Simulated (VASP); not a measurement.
Calculation: MS2 meta-GGA, VASP's PBE PAW potentials (set 64) (plane waves; VASP).

VASP input:

File KPOINTS:
```
Regular mesh
0
G
  10 10 10
0 0 0
```

**INCAR**
```
! general
SYSTEM  = AlN
PREC    = Accurate
ENCUT   = 520
LREAL   = .FALSE.
LASPH   = .TRUE.

! electronic loop
EDIFF   = 1E-7
NELM    = 100
ALGO    = Normal
LMIXTAU = .TRUE.

! smearing
ISMEAR  = 0
SIGMA   = 0.05

! functional
METAGGA = MS2

! ions
ISIF    = 2

! output
LWAVE   = .FALSE.
LCHARG  = .FALSE.
```

File POSCAR:
```
AlN
1
    0.0000000000     2.1368991170     2.1368991170
    2.1368991170     0.0000000000     2.1368991170
    2.1368991170     2.1368991170     0.0000000000
Al N
1 1
Direct
  0.0000000000   0.0000000000   0.0000000000
  0.2500000000   0.2500000000   0.2500000000
```

POTCAR, in this order: Al N (PBE.64 set). Program: vasp_std.

The resulting files:

OUTCAR:
```
 ion  position               nearest neighbor table
   1  0.000  0.000  0.000-   2 1.85   2 1.85   2 1.85   2 1.85
   2  0.250  0.250  0.250-   1 1.85   1 1.85   1 1.85   1 1.85
  LATTYP: Found a face centered cubic cell.
 ALAT       =     4.2737982340
 Subroutine PRICEL returns:
 Original cell was already a primitive cell.
 Subroutine GETGRP returns: Found 24 space group operations
The static configuration has the point symmetry T_d .
The dynamic configuration has the point symmetry T_d .
 Subroutine INISYM returns: Found 24 space group operations
 Subroutine IBZKPT returns following result:
 Found     47 irreducible k-points:

 Following reciprocal coordinates:
            Coordinates               Weight
  0.000000  0.000000  0.000000      1.000000
  0.100000  0.000000  0.000000      8.000000
  0.200000  0.000000  0.000000      8.000000
  0.300000  0.000000  0.000000      8.000000
  0.400000  0.000000  0.000000      8.000000
  0.500000  0.000000  0.000000      4.000000
  0.100000  0.100000  0.000000      6.000000
  0.200000  0.100000  0.000000     24.000000
  0.300000  0.100000  0.000000     24.000000
  0.400000  0.100000  0.000000     24.000000
  0.500000  0.100000  0.000000     24.000000
 -0.400000  0.100000  0.000000     24.000000
 -0.300000  0.100000  0.000000     24.000000
 -0.200000  0.100000  0.000000     24.000000
 -0.100000  0.100000  0.000000     12.000000
  0.200000  0.200000  0.000000      6.000000
  0.300000  0.200000  0.000000     24.000000
  0.400000  0.200000  0.000000     24.000000
  0.500000  0.200000  0.000000     24.000000
 -0.400000  0.200000  0.000000     24.000000
 -0.300000  0.200000  0.000000     24.000000
 -0.200000  0.200000  0.000000     12.000000
  0.300000  0.300000  0.000000      6.000000
  0.400000  0.300000  0.000000     24.000000
...
```

### OSZICAR
```
       N       E                     dE             d eps       ncg     rms          rms(c)
DAV:   1    -0.105559702409E+02   -0.10556E+02   -0.41070E+03   824   0.812E+02
DAV:   2    -0.338551107462E+02   -0.23299E+02   -0.21983E+02   952   0.144E+02
DAV:   3    -0.342624549688E+02   -0.40734E+00   -0.40734E+00   912   0.226E+01
DAV:   4    -0.342634467272E+02   -0.99176E-03   -0.99176E-03  1096   0.103E+00
DAV:   5    -0.342634475808E+02   -0.85363E-06   -0.85363E-06   920   0.248E-02    0.109E+01
DAV:   6    -0.191100130416E+02    0.15153E+02   -0.21476E+01   784   0.302E+01    0.455E+00
DAV:   7    -0.209225944697E+02   -0.18126E+01   -0.15965E+00   776   0.130E+01    0.349E+00
DAV:   8    -0.204263721155E+02    0.49622E+00   -0.17957E+00   776   0.120E+01    0.147E+00
DAV:   9    -0.208251249700E+02   -0.39875E+00   -0.12186E+00   752   0.116E+01    0.672E-01
DAV:  10    -0.209324374074E+02   -0.10731E+00   -0.10801E-01   752   0.450E+00    0.573E-01
DAV:  11    -0.209416077520E+02   -0.91703E-02   -0.18045E-03  1136   0.501E-01    0.476E-01
DAV:  12    -0.209480917480E+02   -0.64840E-02   -0.20402E-02   752   0.150E+00    0.165E-01
DAV:  13    -0.209573134149E+02   -0.92217E-02   -0.77139E-03   752   0.126E+00    0.598E-02
DAV:  14    -0.209573761794E+02   -0.62764E-04   -0.84705E-05  1032   0.125E-01    0.561E-02
DAV:  15    -0.209574610356E+02   -0.84856E-04   -0.12933E-04   752   0.142E-01    0.140E-02
DAV:  16    -0.209575098758E+02   -0.48840E-04   -0.61992E-05   752   0.124E-01    0.283E-02
DAV:  17    -0.209575235010E+02   -0.13625E-04   -0.88881E-06   904   0.277E-02    0.240E-02
DAV:  18    -0.209575152754E+02    0.82256E-05   -0.25371E-06   768   0.164E-02    0.890E-03
DAV:  19    -0.209575127406E+02    0.25348E-05   -0.77821E-07   896   0.829E-03    0.335E-03
DAV:  20    -0.209575101180E+02    0.26226E-05   -0.27481E-07   752   0.556E-03    0.451E-04
DAV:  21    -0.209575094658E+02    0.65217E-06   -0.78034E-08   760   0.334E-03    0.627E-04
DAV:  22    -0.209575082932E+02    0.11726E-05   -0.90042E-09   384   0.120E-03    0.488E-04
DAV:  23    -0.209575085697E+02   -0.27644E-06   -0.86875E-10   376   0.393E-04    0.354E-04
DAV:  24    -0.209575085949E+02   -0.25183E-07   -0.55078E-10   376   0.196E-04
   1 F= -.20957509E+02 E0= -.20957509E+02  d E =-.250069E-16
```

File OUTCAR:
```
------------------------ aborting loop because EDIFF is reached ----------------------------------------
  FORCE on cell =-STRESS in cart. coord.  units (eV):
  Direction    XX          YY          ZZ          XY          YZ          ZX
  --------------------------------------------------------------------------------------
  Total        1.7905992      1.7905992      1.7905992      0.0000000      0.0000000      0.0000000
  in kB      147.0032409    147.0032409    147.0032409      0.0000000      0.0000000      0.0000000
  external PRESSURE =     147.0032409 kB  Pullay stress =       0.0000000 kB
  volume of cell :       19.52
      direct lattice vectors                 reciprocal lattice vectors
     0.000000000  2.136899117  2.136899117    -0.233983905  0.233983905  0.233983905
     2.136899117  0.000000000  2.136899117     0.233983905 -0.233983905  0.233983905
     2.136899117  2.136899117  0.000000000     0.233983905  0.233983905 -0.233983905
  FREE ENERGIE OF THE ION-ELECTRON SYSTEM (eV)
  ---------------------------------------------------
  free  energy   TOTEN  =       -20.9575085949 eV

  energy  without entropy=      -20.9575085949  energy(sigma->0) =      -20.95750859
```
(Selected blocks of OUTCAR.)

### OUTCAR
```
 val. band max:        6.3149064224   @ k =   0.0000   0.0000   0.0000

 cond. band min:      10.0171546501   @ k =   0.5000   0.5000   0.0000


 Fermi energy:         6.5850877115

 k-point     1 :       0.0000    0.0000    0.0000
  band No.  band energies     occupation
      1      -9.9293      2.00000
      2       6.3149      2.00000
      3       6.3149      2.00000
      4       6.3149      2.00000
      5      11.5068      0.00000
      6      20.4243      0.00000
      7      20.4243      0.00000
      8      20.4243      0.00000

 k-point     2 :       0.1000    0.0000    0.0000
  band No.  band energies     occupation
      1      -9.7743      2.00000
      2       5.4885      2.00000
      3       6.2639      2.00000
      4       6.2639      2.00000
      5      12.1747      0.00000
      6      20.0020      0.00000
      7      20.5627      0.00000
      8      20.5627      0.00000

 k-point     3 :       0.2000    0.0000    0.0000
  band No.  band energies     occupation
      1      -9.3342      2.00000
      2       3.7999      2.00000
      3       6.1362      2.00000
      4       6.1362      2.00000
      5      13.3549      0.00000
      6      19.1058      0.00000
      7      20.3553      0.00000
      8      20.3553      0.00000

 k-point     4 :       0.3000    0.0000    0.0000
  band No.  band energies     occupation
      1      -8.6987      2.00000
      2       2.0507      2.00000
      3       5.9888      2.00000
      4       5.9888      2.00000
      5      14.2612      0.00000
      6      18.1948      0.00000
      7      19.4928      0.00000
      8      19.4928      0.00000

 k-point     5 :       0.4000    0.0000    0.0000
  band No.  band energies     occupation
      1      -8.0696      2.00000
      2       0.6910      2.00000
      3       5.8771      2.00000
      4       5.8771      2.00000
      5      14.7569      0.00000
      6      17.4850      0.00000
      7      18.8004      0.00000
...
```

The compound is AlN in the zinc blende structure, a metastable form; wurtzite is the usual one. This cell is one point of a volume scan, at 0.94 of the reference volume.
